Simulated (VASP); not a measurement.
VASP ran on this input.

KPOINTS:
```
Automatic mesh
0
Gamma
5 5 5
0 0 0
```

### INCAR
```
SYSTEM = Ni
PREC = Accurate
ENCUT = 400
EDIFF = 1E-6
NELM = 100
ALGO = Normal
LREAL = .FALSE.
LASPH = .TRUE.
ISMEAR = 1
SIGMA = 0.1
GGA = PE
LMAXMIX = 4
ISPIN = 2
MAGMOM = 0.8
LORBIT = 10
LWAVE = .FALSE.
LCHARG = .FALSE.
ISIF = 2
```

POSCAR:
```
Ni
1
    0.0000000000     3.3258720000     3.3258720000
    3.3258720000     0.0000000000     3.3258720000
    3.3258720000     3.3258720000     0.0000000000
Ni
1
Direct
  0.0000000000   0.0000000000   0.0000000000
```

POTCAR, in this order: Ni (PBE.64 set). Program: vasp_std.

Output of the run:

File standard output:
```
 POSCAR found type information on POSCAR Ni
 POSCAR found :  1 types and       1 ions
 Reading from existing POTCAR
 Reading from existing POTCAR
 LDA part: xc-table for (Slater+PW92), standard interpolation
 POSCAR, INCAR and KPOINTS ok, starting setup
 WAVECAR not read
 entering main loop
       N       E                     dE             d eps       ncg     rms          rms(c)
DAV:   1     0.296595879151E+02    0.29660E+02   -0.29652E+03   360   0.666E+02
DAV:   2    -0.259529423478E+00   -0.29919E+02   -0.29164E+02   362   0.141E+02
DAV:   3    -0.939867113773E+00   -0.68034E+00   -0.67197E+00   433   0.250E+01
DAV:   4    -0.950619817094E+00   -0.10753E-01   -0.10736E-01   388   0.333E+00
DAV:   5    -0.951049672445E+00   -0.42986E-03   -0.42981E-03   454   0.588E-01    0.432E+00
DAV:   6    -0.117769147113E+01   -0.22664E+00   -0.28484E+00   371   0.196E+01    0.920E+00
DAV:   7    -0.979875486610E+00    0.19782E+00   -0.23162E+00   367   0.148E+01    0.271E+00
DAV:   8    -0.996406032709E+00   -0.16531E-01   -0.50558E-02   360   0.190E+00    0.250E+00
DAV:   9    -0.985073654113E+00    0.11332E-01   -0.89508E-02   362   0.278E+00    0.785E-01
DAV:  10    -0.100135812590E+01   -0.16284E-01   -0.14890E-02   360   0.111E+00    0.978E-01
DAV:  11    -0.100652688385E+01   -0.51688E-02   -0.92262E-03   360   0.893E-01    0.491E-01
DAV:  12    -0.100612037655E+01    0.40651E-03   -0.68121E-03   360   0.732E-01    0.784E-02
DAV:  13    -0.100669099321E+01   -0.57062E-03   -0.33026E-04   360   0.216E-01    0.631E-02
DAV:  14    -0.100670691431E+01   -0.15921E-04   -0.13318E-04   360   0.113E-01    0.292E-02
DAV:  15    -0.100672873393E+01   -0.21820E-04   -0.25816E-05   360   0.400E-02    0.257E-02
DAV:  16    -0.100673933807E+01   -0.10604E-04   -0.64530E-05   360   0.659E-02    0.121E-02
DAV:  17    -0.100674078845E+01   -0.14504E-05   -0.72913E-06   359   0.254E-02    0.105E-02
DAV:  18    -0.100674079805E+01   -0.96047E-08   -0.67936E-06   350   0.238E-02
   1 F= -.10067408E+01 E0= -.99982249E+00  d E =-.207549E-01  mag=     1.0947
```

**OUTCAR**
```
------------------------ aborting loop because EDIFF is reached ----------------------------------------
  FORCE on cell =-STRESS in cart. coord.  units (eV):
  Direction    XX          YY          ZZ          XY          YZ          ZX
  --------------------------------------------------------------------------------------
  Total       -1.1929825     -1.1929825     -1.1929825     -0.0000000     -0.0000000      0.0000000
  in kB      -25.9775435    -25.9775435    -25.9775435     -0.0000000     -0.0000000      0.0000000
  external PRESSURE =     -25.9775435 kB  Pullay stress =       0.0000000 kB
  volume of cell :       73.58
      direct lattice vectors                 reciprocal lattice vectors
     0.000000000  3.325872000  3.325872000    -0.150336513  0.150336513  0.150336513
     3.325872000  0.000000000  3.325872000     0.150336513 -0.150336513  0.150336513
     3.325872000  3.325872000  0.000000000     0.150336513  0.150336513 -0.150336513
 POSITION                                       TOTAL-FORCE (eV/Angst)
 -----------------------------------------------------------------------------------
      0.00000      0.00000      0.00000         0.000000      0.000000      0.000000
 -----------------------------------------------------------------------------------
    total drift:                                0.000000      0.000000      0.000000
  FREE ENERGIE OF THE ION-ELECTRON SYSTEM (eV)
  ---------------------------------------------------
  free  energy   TOTEN  =        -1.0067407981 eV

  energy  without entropy=       -0.9859858724  energy(sigma->0) =       -0.99982249

 total charge

# of ion       s       p       d       tot
------------------------------------------
    1        0.317   0.008   8.389   8.713

 magnetization (x)

# of ion       s       p       d       tot
------------------------------------------
    1        0.027  -0.000   1.038   1.064
```
(Selected blocks of OUTCAR.)

Read input and log: which fault does this run have?
(A) the lattice was typed in bohr, and VASP reads ångström
(B) LDA potentials were taken and GGA is not set, so the run is LDA and not PBE
(C) NELM is too small, so the electronic loop ends before EDIFF is met
(D) molecular dynamics (IBRION = 0) was asked for without POTIM

A, the lattice was typed in bohr, and VASP reads ångström. The run ends without an error. Against the sound run, the energy per atom (σ→0) goes up by 4.474 eV/atom; the pressure falls by 1.50 GPa; the cell moment increases by 0.47 μB; the volume grows by 570 %.

To mend it, correct POSCAR, correct KPOINTS.
File POSCAR:
```
Ni
1
    0.0000000000     1.7600000000     1.7600000000
    1.7600000000     0.0000000000     1.7600000000
    1.7600000000     1.7600000000     0.0000000000
Ni
1
Direct
  0.0000000000   0.0000000000   0.0000000000
```
### KPOINTS
```
Automatic mesh
0
Gamma
13 13 13
0 0 0
```
The mended run (PBE GGA, plane waves, VASP's PBE PAW potentials (set 64)) converges, and its OSZICAR ends with
```
   1 F= -.54742538E+01 E0= -.54742870E+01  d E =0.998251E-04  mag=     0.6269
```

The compound is Ni in the fcc structure. The cell was not relaxed at this level.
